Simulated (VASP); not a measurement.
Given:

```yaml
crystal:
  lattice:
    - [0.00000, 2.83004, 2.83004]
    - [2.83004, 0.00000, 2.83004]
    - [2.83004, 2.83004, 0.00000]
  atoms:
    - { symbol: Li, position: [0.25000, 0.25000, 0.25000] }
    - { symbol: Li, position: [0.75000, 0.75000, 0.75000] }
    - { symbol: S, position: [0.00000, 0.00000, 0.00000] }
```

Level of theory: revTPSS meta-GGA, VASP's PBE PAW potentials (set 64) (plane waves; VASP 6.6.1). Run with 520 eV cut-off, 8×8×8 Γ-centred mesh, tetrahedra with Blöchl corrections, potentials Li_sv S.

Give the energies of bands 4 to 9 at the high-symmetry points, in eV from the valence-band maximum.

```json
[
 {"band": "4", "Γ": "0.00", "X": "-2.26", "U": "-2.16", "L": "-3.02", "W": "-1.90"},
 {"band": "5", "Γ": "0.00", "X": "-1.47", "U": "-2.06", "L": "-0.52", "W": "-1.90"},
 {"band": "6", "Γ": "0.00", "X": "-1.47", "U": "-1.19", "L": "-0.52", "W": "-1.84"},
 {"band": "7", "Γ": "4.52", "X": "3.39", "U": "4.66", "L": "6.54", "W": "5.51"},
 {"band": "8", "Γ": "6.58", "X": "7.48", "U": "8.45", "L": "6.85", "W": "7.68"},
 {"band": "9", "Γ": "6.58", "X": "11.62", "U": "9.95", "L": "6.85", "W": "9.37"}
]
```

The gap is indirect, 3.39 eV, from the valence maximum at Γ to the conduction minimum at X.

The compound is Li2S in the antifluorite structure. It was relaxed first.
